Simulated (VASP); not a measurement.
# TiO2 (Rutile): GW quasiparticle gap, part 3 of 4

How does the gap of TiO2 (Rutile) change from the starting functional to GW? The cell is of the rutile type, one of the forms listed for this formula. The start is a cell from a database of measured crystal structures.

VASP 6.6.1, plane waves and PAW; the level of theory is named at each step.

Still holding for the runs below: This run has no spin polarisation, although Ti can carry a moment.

So far, quasiparticle gap on the mesh (eV): step 3 (G0W0, ENCUTGW 70, bands in the sums 88) 3.55; step 5 (G0W0, ENCUTGW 85, bands in the sums 112) 3.45. Also gap on the k-mesh (eV): step 2 (empty bands) 1.88.

## (6) Empty bands

This step: PBE, no spin polarisation; plane waves and PAW (Ti_sv_GW, O_GW) (VASP 6.6.1).

The empty bands are made again, for the run that follows.

Contents of INCAR:

```
SYSTEM = TiO2
PREC = Accurate
ENCUT = 440
ISMEAR = 0
SIGMA = 0.01
LREAL = .FALSE.
GGA = PE
NBANDS = 144
LASPH = .TRUE.
ALGO = Exact
NELM = 1
LWAVE = .TRUE.
LCHARG = .FALSE.
LOPTICS = .TRUE.
NEDOS = 1000
CSHIFT = 0.1
```

Contents of POSCAR:

```
TiO2
1.0
    4.5922000000      0.0000000000      0.0000000000
    0.0000000000      4.5922000000      0.0000000000
    0.0000000000      0.0000000000      2.9574000000
Ti O
2 4
Direct
    0.5000000000      0.5000000000      0.5000000000
    0.0000000000      0.0000000000      0.0000000000
    0.8049600000      0.1950400000      0.5000000000
    0.6950400000      0.6950400000      0.0000000000
    0.1950400000      0.8049600000      0.5000000000
    0.3049600000      0.3049600000      0.0000000000
```

Contents of KPOINTS:

```
Automatic mesh
0
Gamma
4 4 4
0 0 0
```

PAW data sets: Ti_sv_GW and O_GW (PBE family, release 64).

Launch:

```console
$ mpirun -np 8 vasp_std
```

The program printed:

```text
[banner, memory and clock lines left out]
running    8 mpi-ranks, on    1 nodes
[...]
[... a notice as in an earlier step ...]

 LDA part: xc-table for (Slater+PW92), standard interpolation
 found WAVECAR, reading the header
  number of bands has changed, file:    30 present:   144
  trying to continue reading WAVECAR, but it might fail
 POSCAR, INCAR and KPOINTS ok, starting setup
[...]
reading WAVECAR
 random initialization beyond band           30
 the WAVECAR file was read successfully
 initial charge from wavefunction
 entering main loop
       N       E                     dE             d eps       ncg     rms          rms(c)
DIA:   1    -0.582075834728E+02   -0.58208E+02    0.00000E+00     0   0.000E+00
   1 F= -.58207583E+02 E0= -.58207583E+02  d E =-.237666E-11
 writing wavefunctions
 optical routines
 imaginary and real dielectric function
 recalculating local potential from charge density
 direction            1
 direction            2
 direction            3
```

Wall time 21 s (8 MPI ranks of Intel Xeon Platinum 8375C at 2.90GHz (Ice Lake), shared host); peak memory 1.9 GiB; 2.6 min of CPU time.

From OUTCAR (step 6):

```text
  Total        0.5018788      0.5018788      0.3815842      0.0000000      0.0000000      0.0000000
  in kB       12.8931123     12.8931123      9.8027800      0.0000000      0.0000000      0.0000000
  external PRESSURE =      11.8630015 kB  Pullay stress =       0.0000000 kB

 POSITION                                       TOTAL-FORCE (eV/Angst)
 -----------------------------------------------------------------------------------
      2.29610      2.29610      1.47870        -0.000000      0.000000      0.000000
      0.00000      0.00000      0.00000        -0.000000      0.000000      0.000000
      3.69654      0.89566      1.47870        -0.071695      0.071695      0.000000
      3.19176      3.19176      0.00000         0.071695      0.071695      0.000000
      0.89566      3.69654      1.47870         0.071695     -0.071695      0.000000
      1.40044      1.40044      0.00000        -0.071695     -0.071695     -0.000000
 -----------------------------------------------------------------------------------
    total drift:                                0.000000     -0.000000     -0.000000

  FREE ENERGIE OF THE ION-ELECTRON SYSTEM (eV)
  ---------------------------------------------------
  free  energy   TOTEN  =       -58.2075834728 eV

  energy  without entropy=      -58.2075834728  energy(sigma->0) =      -58.20758347

[... 1 part as in an earlier step ...]

[... 2 further parts left out ...]
[key lines of the parts left out:]
E-fermi :   4.8838
```

WAVECAR now holds 144 bands for 48 electrons.

## (7) G0W0, ENCUTGW 100, bands in the sums 144

This step: G0W0 on PBE, no spin polarisation; plane waves and PAW (Ti_sv_GW, O_GW) (VASP 6.6.1).

ENCUTGW rises to 100 eV and the bands with it, to about the number of plane waves under that cutoff.

Contents of INCAR:

```
SYSTEM = TiO2
PREC = Accurate
ENCUT = 440
ISMEAR = 0
SIGMA = 0.01
LREAL = .FALSE.
GGA = PE
NBANDS = 144
LASPH = .TRUE.
ALGO = EVGW0
NELMGW = 1
ENCUTGW = 100
NOMEGA = 64
PRECFOCK = Fast
NBANDSGW = 32
LWAVE = .FALSE.
LCHARG = .FALSE.
```

POSCAR is that of step 6.

KPOINTS is that of step 6.

Launch:

```console
$ mpirun -np 8 vasp_std
```

The program printed:

```text
[banner, memory and clock lines left out]
running    8 mpi-ranks, on    1 nodes
[...]
[... a notice as in an earlier step ...]

|                                                                             |
|           W    W    AA    RRRRR   N    N  II  N    N   GGGG   !!!           |
|           W    W   A  A   R    R  NN   N  II  NN   N  G    G  !!!           |
|           W    W  A    A  R    R  N N  N  II  N N  N  G       !!!           |
|           W WW W  AAAAAA  RRRRR   N  N N  II  N  N N  G  GGG   !            |
|           WW  WW  A    A  R   R   N   NN  II  N   NN  G    G                |
|           W    W  A    A  R    R  N    N  II  N    N   GGGG   !!!           |
|                                                                             |
|     The default for ENCUTGWSOFT is different in this version of VASP.       |
|     please manually set ENCUTGWSOFT =100 in the INCAR file.                 |
|                                                                             |

[...]
total number of BLAS operations       1599.64 Gflops
NQ=  14    0.2500    0.0000    0.5000,
|.........|.........|.........|.........|.........|.........|.........|.........
 performed      10461000 updates of chi_q(r,r)
 total number of BLAS operations       1721.44 Gflops
NQ=  15    0.5000    0.0000    0.5000,
|.........|.........|.........|.........|.........|.........|.........|.........
 performed      11106000 updates of chi_q(r,r)
 total number of BLAS operations       1822.59 Gflops
NQ=  16    0.2500    0.2500    0.5000,
|.........|.........|.........|.........|.........|.........|.........|.........
 performed      11806000 updates of chi_q(r,r)
 total number of BLAS operations       1929.30 Gflops
NQ=  17    0.5000    0.2500    0.5000,
|.........|.........|.........|.........|.........|.........|.........|.........
 performed      12653000 updates of chi_q(r,r)
 total number of BLAS operations       2062.25 Gflops
NQ=  18    0.5000    0.5000    0.5000,
|.........|.........|.........|.........|.........|.........|.........|.........
 performed      13187000 updates of chi_q(r,r)
 total number of BLAS operations       2161.05 Gflops
 resolving degeneracies of screened two electron integrals

 calculate QP shifts <psi_nk| G(iteration)W_0 |psi_nk>: iteration 1
 entering main loop
[key lines of the parts left out:]
E-fermi :   5.7821
```

Elapsed: 5.1 min, on 8 MPI ranks; peak memory 1.8 GiB.

OUTCAR, selected parts (step 7):

```text
 QP shifts <psi_nk| G(iteration)W_0 |psi_nk>: iteration 1
 for sc-GW calculations column KS-energies equals QP-energies in previous step
 and V_xc(KS)=  KS-energies - (<T + V_ion + V_H > + <T+V_H+V_ion>^1  + <V_x>^1)
 k-point   1 :       0.0000    0.0000    0.0000
  band No.  KS-energies  QP-energies   sigma(KS)   V_xc(KS)     V^pw_x(r,r')   Z            occupation Imag(sigma)
    ...
     21       4.1372       4.0650     -20.6233     -20.5236     -25.3393       0.7245       2.0000       0.2720
     22       4.3940       4.4148     -20.3649     -20.3937     -24.9803       0.7225       2.0000       0.2705
     23       4.3940       4.4148     -20.3649     -20.3937     -24.9803       0.7225       2.0000       0.2705
     24       4.8420       4.8620     -20.1289     -20.1569     -24.8998       0.7108       2.0000       0.2871
     25       6.7222       8.3312     -17.3476     -19.5936     -11.2112       0.7164       0.0000      -0.3153
     26       7.0306       8.5389     -17.1697     -19.2732     -11.2766       0.7170       0.0000      -0.3126
     27       7.2580       8.8240     -17.6717     -19.9102     -11.3917       0.6996       0.0000      -0.3430
     28       7.3492       8.9746     -17.9221     -20.2413     -11.4264       0.7008       0.0000      -0.3493
    ...

[... 1 part as in an earlier step ...]

[... 2 further parts left out ...]
[key lines of the parts left out:]
E-fermi :   5.7821
```

The gap is now 3.396 eV, -52 meV against the GW run before.

## (8) Empty bands

This step: PBE, no spin polarisation; plane waves and PAW (Ti_sv_GW, O_GW) (VASP 6.6.1).

The empty bands are made again, for the run that follows.

Contents of INCAR:

```
SYSTEM = TiO2
PREC = Accurate
ENCUT = 440
ISMEAR = 0
SIGMA = 0.01
LREAL = .FALSE.
GGA = PE
NBANDS = 192
LASPH = .TRUE.
ALGO = Exact
NELM = 1
LWAVE = .TRUE.
LCHARG = .FALSE.
LOPTICS = .TRUE.
NEDOS = 1000
CSHIFT = 0.1
```

POSCAR is that of step 7.

KPOINTS is that of step 7.

Launch:

```console
$ mpirun -np 8 vasp_std
```

The program printed:

```text
[banner, memory and clock lines left out]
running    8 mpi-ranks, on    1 nodes
[...]
[... a notice as in an earlier step ...]

 LDA part: xc-table for (Slater+PW92), standard interpolation
 found WAVECAR, reading the header
  number of bands has changed, file:    30 present:   192
  trying to continue reading WAVECAR, but it might fail
 POSCAR, INCAR and KPOINTS ok, starting setup
[...]
reading WAVECAR
 random initialization beyond band           30
 the WAVECAR file was read successfully
 initial charge from wavefunction
 entering main loop
       N       E                     dE             d eps       ncg     rms          rms(c)
[... 1 cycle as in an earlier step ...]
   1 F= -.58207583E+02 E0= -.58207583E+02  d E =-.236961E-28
 writing wavefunctions
 optical routines
 imaginary and real dielectric function
 recalculating local potential from charge density
 direction            1
 direction            2
 direction            3
```

Run time: 18 s. Hardware: 8 MPI ranks; peak memory 2 GiB.

Parts of OUTCAR (step 8):

```text
  Total        0.5018788      0.5018788      0.3815842      0.0000000      0.0000000      0.0000000
  in kB       12.8931125     12.8931125      9.8027801      0.0000000      0.0000000      0.0000000
  external PRESSURE =      11.8630017 kB  Pullay stress =       0.0000000 kB

 POSITION                                       TOTAL-FORCE (eV/Angst)
 -----------------------------------------------------------------------------------
      2.29610      2.29610      1.47870         0.000000      0.000000     -0.000000
      0.00000      0.00000      0.00000         0.000000      0.000000     -0.000000
      3.69654      0.89566      1.47870        -0.071695      0.071695     -0.000000
      3.19176      3.19176      0.00000         0.071695      0.071695     -0.000000
      0.89566      3.69654      1.47870         0.071695     -0.071695      0.000000
      1.40044      1.40044      0.00000        -0.071695     -0.071695      0.000000
 -----------------------------------------------------------------------------------
    total drift:                                0.000000     -0.000000     -0.000000

[... 3 parts as in an earlier step ...]

[... 2 further parts left out ...]
[key lines of the parts left out:]
E-fermi :   4.9173
```

WAVECAR now holds 192 bands for 48 electrons.

## (9) G0W0, ENCUTGW 120, bands in the sums 192

This step: G0W0 on PBE, no spin polarisation; plane waves and PAW (Ti_sv_GW, O_GW) (VASP 6.6.1).

ENCUTGW rises to 120 eV and the bands with it, to about the number of plane waves under that cutoff.

Contents of INCAR:

```
SYSTEM = TiO2
PREC = Accurate
ENCUT = 440
ISMEAR = 0
SIGMA = 0.01
LREAL = .FALSE.
GGA = PE
NBANDS = 192
LASPH = .TRUE.
ALGO = EVGW0
NELMGW = 1
ENCUTGW = 120
NOMEGA = 64
PRECFOCK = Fast
NBANDSGW = 32
LWAVE = .FALSE.
LCHARG = .FALSE.
```

POSCAR is that of step 8.

KPOINTS is that of step 8.

Launch:

```console
$ mpirun -np 8 vasp_std
```

The program printed:

```text
[banner, memory and clock lines left out]
running    8 mpi-ranks, on    1 nodes
[...]
[... a notice as in an earlier step ...]

|                                                                             |
|           W    W    AA    RRRRR   N    N  II  N    N   GGGG   !!!           |
|           W    W   A  A   R    R  NN   N  II  NN   N  G    G  !!!           |
|           W    W  A    A  R    R  N N  N  II  N N  N  G       !!!           |
|           W WW W  AAAAAA  RRRRR   N  N N  II  N  N N  G  GGG   !            |
|           WW  WW  A    A  R   R   N   NN  II  N   NN  G    G                |
|           W    W  A    A  R    R  N    N  II  N    N   GGGG   !!!           |
|                                                                             |
|     The default for ENCUTGWSOFT is different in this version of VASP.       |
|     please manually set ENCUTGWSOFT =120 in the INCAR file.                 |
|                                                                             |

[...]
total number of BLAS operations       3704.92 Gflops
NQ=  14    0.2500    0.0000    0.5000,
|.........|.........|.........|.........|.........|.........|.........|.........
 performed      14299000 updates of chi_q(r,r)
 total number of BLAS operations       4017.77 Gflops
NQ=  15    0.5000    0.0000    0.5000,
|.........|.........|.........|.........|.........|.........|.........|.........
 performed      15183000 updates of chi_q(r,r)
 total number of BLAS operations       4257.40 Gflops
NQ=  16    0.2500    0.2500    0.5000,
|.........|.........|.........|.........|.........|.........|.........|.........
 performed      16141000 updates of chi_q(r,r)
 total number of BLAS operations       4534.20 Gflops
NQ=  17    0.5000    0.2500    0.5000,
|.........|.........|.........|.........|.........|.........|.........|.........
 performed      17296000 updates of chi_q(r,r)
 total number of BLAS operations       4833.60 Gflops
NQ=  18    0.5000    0.5000    0.5000,
|.........|.........|.........|.........|.........|.........|.........|.........
 performed      18033000 updates of chi_q(r,r)
 total number of BLAS operations       5016.30 Gflops
 resolving degeneracies of screened two electron integrals

 calculate QP shifts <psi_nk| G(iteration)W_0 |psi_nk>: iteration 1
 entering main loop
[key lines of the parts left out:]
E-fermi :   5.7821
```

Elapsed: 5.1 min, on 8 MPI ranks; peak memory 2 GiB; 41 min of CPU time.

Parts of OUTCAR (step 9):

```text
 QP shifts <psi_nk| G(iteration)W_0 |psi_nk>: iteration 1
 for sc-GW calculations column KS-energies equals QP-energies in previous step
 and V_xc(KS)=  KS-energies - (<T + V_ion + V_H > + <T+V_H+V_ion>^1  + <V_x>^1)
 k-point   1 :       0.0000    0.0000    0.0000
  band No.  KS-energies  QP-energies   sigma(KS)   V_xc(KS)     V^pw_x(r,r')   Z            occupation Imag(sigma)
    ...
     21       4.1372       3.9668     -20.7595     -20.5236     -25.3393       0.7227       2.0000       0.2697
     22       4.3940       4.3121     -20.5073     -20.3937     -24.9803       0.7205       2.0000       0.2680
     23       4.3940       4.3121     -20.5073     -20.3937     -24.9803       0.7205       2.0000       0.2680
     24       4.8420       4.7668     -20.2631     -20.1569     -24.8998       0.7085       2.0000       0.2855
     25       6.7222       8.1912     -17.5396     -19.5936     -11.2112       0.7152       0.0000      -0.3191
     26       7.0306       8.4099     -17.3470     -19.2732     -11.2766       0.7160       0.0000      -0.3157
     27       7.2580       8.6792     -17.8721     -19.9102     -11.3917       0.6973       0.0000      -0.3480
     28       7.3492       8.8314     -18.1192     -20.2413     -11.4264       0.6984       0.0000      -0.3538
    ...

[... 1 part as in an earlier step ...]

[... 2 further parts left out ...]
[key lines of the parts left out:]
E-fermi :   5.7821
```

The gap is now 3.354 eV, -42 meV against the GW run before.

## (10) Empty bands

This step: PBE, no spin polarisation; plane waves and PAW (Ti_sv_GW, O_GW) (VASP 6.6.1).

The empty bands are made again, for the run that follows.

Contents of INCAR:

```
SYSTEM = TiO2
PREC = Accurate
ENCUT = 440
ISMEAR = 0
SIGMA = 0.01
LREAL = .FALSE.
GGA = PE
NBANDS = 240
LASPH = .TRUE.
ALGO = Exact
NELM = 1
LWAVE = .TRUE.
LCHARG = .FALSE.
LOPTICS = .TRUE.
NEDOS = 1000
CSHIFT = 0.1
```

POSCAR is that of step 9.

KPOINTS is that of step 9.

Launch:

```console
$ mpirun -np 8 vasp_std
```

The program printed:

```text
[banner, memory and clock lines left out]
running    8 mpi-ranks, on    1 nodes
[...]
[... a notice as in an earlier step ...]

 LDA part: xc-table for (Slater+PW92), standard interpolation
 found WAVECAR, reading the header
  number of bands has changed, file:    30 present:   240
  trying to continue reading WAVECAR, but it might fail
 POSCAR, INCAR and KPOINTS ok, starting setup
[...]
reading WAVECAR
 random initialization beyond band           30
 the WAVECAR file was read successfully
 initial charge from wavefunction
 entering main loop
       N       E                     dE             d eps       ncg     rms          rms(c)
DIA:   1    -0.582075834723E+02   -0.58208E+02    0.00000E+00     0   0.000E+00
   1 F= -.58207583E+02 E0= -.58207583E+02  d E =-.809279-141
 writing wavefunctions
 optical routines
 imaginary and real dielectric function
 recalculating local potential from charge density
 direction            1
 direction            2
 direction            3
```

Elapsed: 19 s, on 8 MPI ranks; peak memory 2 GiB.

Parts of OUTCAR (step 10):

```text
  Total        0.5018788      0.5018788      0.3815842      0.0000000      0.0000000      0.0000000
  in kB       12.8931124     12.8931124      9.8027800      0.0000000      0.0000000      0.0000000
  external PRESSURE =      11.8630016 kB  Pullay stress =       0.0000000 kB

 POSITION                                       TOTAL-FORCE (eV/Angst)
 -----------------------------------------------------------------------------------
      2.29610      2.29610      1.47870         0.000000      0.000000      0.000000
      0.00000      0.00000      0.00000         0.000000      0.000000      0.000000
      3.69654      0.89566      1.47870        -0.071695      0.071695      0.000000
      3.19176      3.19176      0.00000         0.071695      0.071695      0.000000
      0.89566      3.69654      1.47870         0.071695     -0.071695     -0.000000
      1.40044      1.40044      0.00000        -0.071695     -0.071695     -0.000000
 -----------------------------------------------------------------------------------
    total drift:                                0.000000     -0.000000     -0.000000

  FREE ENERGIE OF THE ION-ELECTRON SYSTEM (eV)
  ---------------------------------------------------
  free  energy   TOTEN  =       -58.2075834723 eV

  energy  without entropy=      -58.2075834723  energy(sigma->0) =      -58.20758347

[... 1 part as in an earlier step ...]

[... 2 further parts left out ...]
[key lines of the parts left out:]
E-fermi :   5.0197
```

WAVECAR now holds 240 bands for 48 electrons.

(Continued in part 4 of 4.)

[Lines on the potential files, build, host, timing and source positions are cut from VASP's logs without a mark.]

[Logs are printed without paths, hosts, clocks, repeated set-up lines and the standing remarks that a program may print on its own settings, such as how far it seeks lower states.]

[Hosts, paths, dates, database ids (printed as entryN), source tags and the programs' standing remarks are cut or masked in the printed files.]

[Pressures printed for these runs are not shown converged in the cutoff: they can be off by several GPa and have the wrong sign.]
